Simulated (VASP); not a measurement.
Computed with PBEsol GGA, VASP's PBE PAW potentials (set 64) (plane waves; VASP 6.6.1).

VASP input:

### INCAR
```
SYSTEM = CrO2
PREC = Accurate; ENCUT = 520; LREAL = .FALSE.
LASPH = .TRUE.
EDIFF = 1E-7; NELM = 100; ALGO = Normal
LMAXMIX = 4
ISMEAR = 1; SIGMA = 0.1
GGA = PS
MAGMOM = 2.1 2.1 -0.1 -0.1 -0.1 -0.1
ISPIN = 2
IBRION = 2; NSW = 30; ISIF = 4
EDIFFG = -0.01
LWAVE = .FALSE.; LCHARG = .FALSE.; LORBIT = 10
```

KPOINTS:
```
Automatic mesh
0
Gamma
7 7 11
0 0 0
```

**POSCAR**
```
CrO2
1
    4.3922610790     0.0000000000     0.0000000000
    0.0000000000     4.3922610790     0.0000000000
    0.0000000000     0.0000000000     2.8934801373
Cr O
2 4
Direct
  0.0000000000   0.0000000000   0.0000000000
  0.5000000000   0.5000000000   0.5000000000
  0.3034300090   0.3034300090   0.0000000000
  0.8034300090   0.1965699910   0.5000000000
  0.1965699910   0.8034300090   0.5000000000
  0.6965699910   0.6965699910   0.0000000000
```

POTCAR, in this order: Cr_pv O (PBE.64 set). Program: vasp_std.

What VASP printed:

File OSZICAR:
```
       N       E                     dE             d eps       ncg     rms          rms(c)
DAV:   1     0.611693293971E+03    0.61169E+03   -0.26526E+04  7200   0.179E+03
DAV:   2     0.506700434597E+01   -0.60663E+03   -0.57063E+03  7834   0.527E+02
DAV:   3    -0.661969548828E+02   -0.71264E+02   -0.69631E+02  8706   0.175E+02
DAV:   4    -0.681276846051E+02   -0.19307E+01   -0.18661E+01  8474   0.284E+01
DAV:   5    -0.681728068218E+02   -0.45122E-01   -0.45022E-01  8988   0.437E+00    0.432E+01
DAV:   6    -0.601471136700E+02    0.80257E+01   -0.14839E+02  8386   0.102E+02    0.354E+01
DAV:   7    -0.553796331744E+02    0.47675E+01   -0.95506E+01  8756   0.976E+01    0.192E+01
DAV:   8    -0.533076974054E+02    0.20719E+01   -0.69701E+00  8124   0.244E+01    0.655E+00
DAV:   9    -0.530328919767E+02    0.27481E+00   -0.16441E+00  9626   0.112E+01    0.211E+00
DAV:  10    -0.530411317745E+02   -0.82398E-02   -0.15228E-01  8002   0.359E+00    0.120E+00
DAV:  11    -0.530409874405E+02    0.14433E-03   -0.18428E-02  9752   0.126E+00    0.527E-01
DAV:  12    -0.530402820448E+02    0.70540E-03   -0.30841E-03  9722   0.536E-01    0.229E-01
DAV:  13    -0.530401621058E+02    0.11994E-03   -0.94503E-04  8870   0.317E-01    0.862E-02
DAV:  14    -0.530401412587E+02    0.20847E-04   -0.10729E-04  8684   0.775E-02    0.428E-02
DAV:  15    -0.530401405658E+02    0.69288E-06   -0.28614E-05  9050   0.391E-02    0.145E-02
DAV:  16    -0.530401407428E+02   -0.17706E-06   -0.21495E-06  9874   0.123E-02    0.538E-03
DAV:  17    -0.530401405727E+02    0.17014E-06   -0.85715E-07  8636   0.876E-03    0.293E-03
DAV:  18    -0.530401405438E+02    0.28936E-07   -0.84254E-08  4422   0.238E-03
   1 F= -.53040141E+02 E0= -.53039866E+02  d E =-.530401E+02  mag=     4.0000
       N       E                     dE             d eps       ncg     rms          rms(c)
DAV:   1    -0.530402822824E+02   -0.14171E-03   -0.27463E-02  7212   0.116E+00    0.956E-02
DAV:   2    -0.530402443201E+02    0.37962E-04   -0.51792E-04  8654   0.178E-01    0.658E-02
DAV:   3    -0.530402313857E+02    0.12934E-04   -0.80016E-05 10344   0.826E-02    0.445E-02
DAV:   4    -0.530402262443E+02    0.51415E-05   -0.36099E-05 10310   0.523E-02    0.329E-02
DAV:   5    -0.530402255966E+02    0.64762E-06   -0.50244E-06  9300   0.234E-02    0.203E-02
DAV:   6    -0.530402250762E+02    0.52047E-06   -0.13212E-06  9858   0.113E-02    0.162E-02
DAV:   7    -0.530402249273E+02    0.14891E-06   -0.64612E-07  8962   0.674E-03    0.199E-03
DAV:   8    -0.530402249382E+02   -0.10894E-07   -0.41802E-08  4074   0.162E-03
   2 F= -.53040225E+02 E0= -.53039946E+02  d E =-.843944E-04  mag=     4.0000
```

### OUTCAR
```
------------------------ aborting loop because EDIFF is reached ----------------------------------------
  FORCE on cell =-STRESS in cart. coord.  units (eV):
  Direction    XX          YY          ZZ          XY          YZ          ZX
  --------------------------------------------------------------------------------------
  Total       -0.0042104     -0.0042104     -0.0433598     -0.0000000      0.0000000      0.0000000
  in kB       -0.1208465     -0.1208465     -1.2445162     -0.0000000      0.0000000      0.0000000
  external PRESSURE =      -0.4954031 kB  Pullay stress =       0.0000000 kB
  volume of cell :       55.82
      direct lattice vectors                 reciprocal lattice vectors
     4.393375144  0.000000000  0.000000000     0.227615436  0.000000000  0.000000000
     0.000000000  4.393375144  0.000000000    -0.000000000  0.227615436  0.000000000
     0.000000000  0.000000000  2.892012875     0.000000000  0.000000000  0.345779927
 POSITION                                       TOTAL-FORCE (eV/Angst)
 -----------------------------------------------------------------------------------
      4.39338      0.00000      0.00000         0.000000      0.000000      0.000000
      2.19669      2.19669      1.44601         0.000000      0.000000      0.000000
      1.33234      1.33234      2.89201        -0.001658     -0.001658      0.000000
      3.52903      0.86435      1.44601        -0.001658      0.001658      0.000000
      0.86435      3.52903      1.44601         0.001658     -0.001658      0.000000
      3.06103      3.06103      0.00000         0.001658      0.001658      0.000000
 -----------------------------------------------------------------------------------
    total drift:                                0.000000      0.000000     -0.000000
  FREE ENERGIE OF THE ION-ELECTRON SYSTEM (eV)
  ---------------------------------------------------
  free  energy   TOTEN  =       -53.0402249382 eV

  energy  without entropy=      -53.0393874077  energy(sigma->0) =      -53.03994576

 total charge

# of ion       s       p       d       tot
------------------------------------------
    1        0.371   6.495   4.074  10.940
    2        0.371   6.495   4.074  10.940
    3        1.567   3.457   0.000   5.024
    4        1.567   3.457   0.000   5.024
    5        1.567   3.457   0.000   5.024
    6        1.567   3.457   0.000   5.024
--------------------------------------------------
tot          7.010  26.816   8.149  41.975

 magnetization (x)

# of ion       s       p       d       tot
------------------------------------------
    1        0.020   0.033   2.012   2.065
    2        0.020   0.033   2.012   2.065
    3       -0.003  -0.060   0.000  -0.063
    4       -0.003  -0.060   0.000  -0.063
    5       -0.003  -0.060   0.000  -0.063
    6       -0.003  -0.060   0.000  -0.063
--------------------------------------------------
tot          0.030  -0.174   4.023   3.878

 reached required accuracy - stopping structural energy minimisation
```
(Selected blocks of OUTCAR.)

### CONTCAR
```
CrO2
   1.00000000000000
     4.3933751443045548    0.0000000000000000    0.0000000000000000
     0.0000000000000000    4.3933751443045548    0.0000000000000000
     0.0000000000000000    0.0000000000000000    2.8920128748804901
  Cr              O
     2     4
Direct
     1.0000000000000000    0.0000000000000000    0.0000000000000000
     0.5000000000000000    0.5000000000000000    0.5000000000000000
     0.3032612512839830    0.3032612512839830    1.0000000000000000
     0.8032612512839830    0.1967387487160170    0.5000000000000000
     0.1967387487160170    0.8032612512839830    0.5000000000000000
     0.6967387487160170    0.6967387487160170    0.0000000000000000
```

The compound is CrO2 in the rutile structure. This run relaxes it. Symmetry was kept, so distortions that lower it aren't found.
